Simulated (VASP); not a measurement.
Molecule: F2, in a box.

```
F
1.0
    10.00000    0.00000    0.00000
     0.00000   10.50000    0.00000
     0.00000    0.00000   11.00000
F
2
Direct
  0.50000 0.50000 0.43594
  0.50000 0.50000 0.56407
```

Base run:

- Program: VASP 6.6.1
- Functional: r2SCAN
- Potentials or basis: VASP PAW PBE potentials, release 64 (F)
- Cutoff: 520 eV
- k mesh: 1 × 1 × 1
- Occupations: gaussian, width 0.02 eV
- Spin: no spin polarisation

Its results: gap between the frontier levels 4.50 eV.

Problem. The run is repeated on the same cell with these changes: functional from r2SCAN to PBEsol. What comes out?

Solution. Gap between the frontier levels 3.51 eV.

r2SCAN gives the wider gap, since meta-GGAs in the generalised Kohn-Sham scheme recover part of the derivative discontinuity.

